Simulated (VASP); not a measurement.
VASP runs on AuZn (CsCl type) share one base input (PBE GGA, plane waves, VASP's PBE PAW potentials (set 64)) and change the settings named in each case.

File POSCAR:
```
AuZn
3.150
  1.0000000000   0.0000000000   0.0000000000
  0.0000000000   1.0000000000   0.0000000000
  0.0000000000   0.0000000000   1.0000000000
Zn Au
1 1
Direct
  0.5000000000   0.5000000000   0.5000000000
  0.0000000000   0.0000000000   0.0000000000
```

### KPOINTS
```
Automatic
0
Gamma
  10 10 10
0 0 0
```

**INCAR**
```
# general
SYSTEM =AuZn
PREC   =Accurate
ENCUT  =400   # plane-wave cut-off (eV)
LREAL  =.FALSE.   # projection in real space or not
LASPH  =.TRUE.   # aspherical one-centre terms

# electronic loop
EDIFF  =1E-6   # SCF stop (eV)
NELM   =100   # most electronic steps
ALGO   =Normal   # blocked Davidson
LMAXMIX=6   # l cut-off of mixed one-centre charges

# smearing
ISMEAR =1
SIGMA  =0.1   # width (eV)

# functional
GGA    =PE

# ions
ISIF   =2   # forces and stress, cell fixed

# output
LWAVE  =.FALSE.
LCHARG =.FALSE.
```

POTCAR, in this order: Zn Au (PBE.64 set). Program: vasp_std.

```json
[
 {"change": "base run", "E(σ→0) (eV/atom)": "-2.3668", "pressure (GPa)": "4.04", "−TS (eV)": "-0.0004", "irreducible k-points": "56"},
 {"change": "KPOINTS 2×2×2 Γ-centred mesh", "E(σ→0) (eV/atom)": "-2.0578", "pressure (GPa)": "3.79", "−TS (eV)": "-0.0108", "irreducible k-points": "4"},
 {"change": "KPOINTS 3×3×3 Γ-centred mesh", "E(σ→0) (eV/atom)": "-2.2404", "pressure (GPa)": "2.06", "−TS (eV)": "-0.0117", "irreducible k-points": "4"},
 {"change": "KPOINTS 4×4×4 Γ-centred mesh", "E(σ→0) (eV/atom)": "-2.3453", "pressure (GPa)": "3.92", "−TS (eV)": "-0.0075", "irreducible k-points": "10"},
 {"change": "KPOINTS 7×7×7 Γ-centred mesh", "E(σ→0) (eV/atom)": "-2.3702", "pressure (GPa)": "3.94", "−TS (eV)": "-0.0017", "irreducible k-points": "20"},
 {"change": "KPOINTS 8×8×8 Γ-centred mesh", "E(σ→0) (eV/atom)": "-2.3694", "pressure (GPa)": "4.47", "−TS (eV)": "0.0005", "irreducible k-points": "35"},
 {"change": "KPOINTS 12×12×12 Γ-centred mesh", "E(σ→0) (eV/atom)": "-2.3674", "pressure (GPa)": "4.21", "−TS (eV)": "-0.0003", "irreducible k-points": "84"},
 {"change": "KPOINTS 13×13×13 Γ-centred mesh", "E(σ→0) (eV/atom)": "-2.3646", "pressure (GPa)": "4.23", "−TS (eV)": "-0.0012", "irreducible k-points": "84"}
]
```
 Unless said otherwise, spin-orbit coupling is left out, though it shifts the bands of the heavy elements here.

Left out are runs that ran out of time, are held back, or changed the cell or the kind of run, fixed moments of cells without a moment, rows past the twelfth, gaps on odd meshes, pressures of charged cells and columns that move by less than the noise.

The compound is AuZn in the CsCl type structure. The cell was not relaxed at this level. The electron count is odd and the run is not spin-polarised, which forces a metal.
